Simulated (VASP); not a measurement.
Consider the following.

```
CELL_PARAMETERS angstrom
      6.83595     0.00000     0.00000
      0.00000     3.89980     0.00000
      0.00000     0.00000     8.15085
ATOMIC_POSITIONS crystal
  Zr 0.75626 0.25000 0.61936
  Zr 0.25626 0.25000 0.88064
  Zr 0.24374 0.75000 0.38064
  Zr 0.74374 0.75000 0.11936
  S  0.63913 0.25000 0.92443
  S  0.13913 0.25000 0.57557
  S  0.36087 0.75000 0.07557
  S  0.86087 0.75000 0.42443
  S  0.52501 0.25000 0.34367
  S  0.02501 0.25000 0.15633
  S  0.47499 0.75000 0.65633
  S  0.97499 0.75000 0.84367
```

Method: r2SCAN meta-GGA, VASP's PBE PAW potentials (set 64) (plane waves; VASP). Numerical set-up: 400 eV cut-off, 4×6×3 Γ-centred mesh, tetrahedra with Blöchl corrections, potentials Zr_sv S.

The cores are frozen, which limits the accuracy of field gradients.

Give the principal components of the electric field gradient (V/Å²) and the asymmetry η at each nucleus.

```
atom    Vxx   Vyy    Vzz     η
----  -----  ----  -----  ----
Zr1    33.9  32.2  -66.0  0.03
Zr2    33.9  32.2  -66.0  0.03
Zr3    33.9  32.2  -66.0  0.03
Zr4    33.9  32.2  -66.0  0.03
S5    -14.6  -8.8   23.5  0.25
S6    -14.6  -8.8   23.5  0.25
S7    -14.6  -8.8   23.5  0.25
S8    -14.6  -8.8   23.5  0.25
S9    -12.2  -4.2   16.4  0.49
S10   -12.2  -4.2   16.4  0.49
S11   -12.2  -4.2   16.4  0.49
S12   -12.2  -4.2   16.4  0.49
```

The structure was generated: ZrS2 was put into the cotunnite type (Pnma), which need not be its known phase. It was relaxed first.
